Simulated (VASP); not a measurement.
Here is a VASP 6.6.1 calculation.

Contents of INCAR:

```
PREC = Accurate
ENCUT = 520
EDIFF = 1E-7
ISMEAR = -1
SIGMA = 0.05
LREAL = F
LASPH = T
NELM = 100
ALGO = Fast
ISIF = 2
LWAVE = F
LCHARG = F
GGA = PE
NBANDS = 48
```

File KPOINTS:

```
Automatic mesh
0
Gamma
  2 3 2
```

Contents of POSCAR:

```
TlAgI2
1.0
    6.8130270000     -0.5278780000      0.4551780000
   -1.6418770000      5.8273980000      1.8907910000
   -0.9407770000      0.3006240000      7.6745790000
I Tl Ag
4 2 2
Direct
    0.1686498526      1.0195554426      0.8701906701
    0.4182222050      0.9050293540      0.5535055533
    0.2899517646      0.4023975433      0.0664535061
    0.9879929434      0.3483049855      0.4829653087
    0.5427513745      0.0322802966      0.1028240403
    0.4949151291      0.4733045734      0.4378149595
    0.8500751989      0.4372015264      0.7856847600
    0.9627508110      0.8765810851      0.2974583211
```

Potentials or basis: VASP PAW PBE potentials, release 64 (I, Tl_d, Ag).

Command:

```bash
$ cat potpaw_PBE.64/I/POTCAR potpaw_PBE.64/Tl_d/POTCAR potpaw_PBE.64/Ag/POTCAR > POTCAR
$ mpirun -np 1 vasp_std > vasp.out
```

Task: Estimate the band gap on the k mesh.

Result: 0.34 eV, indirect (least direct gap 0.48 eV).

Task: Estimate the largest force.

Result: 1.740 eV/Å.

Task: Predict the pressure.

Result: 1.1 GPa.

Stress tensor (GPa, compression positive):
```
 0.42 -0.86  0.26
-0.86  1.29  0.83
 0.26  0.83  1.48
```

Caveat: the k mesh is coarse (spacing up to 0.48 Å⁻¹), so the values aren't converged; spin-orbit coupling is left out, which as a rule narrows the gap of such compounds by several tenths of an eV.
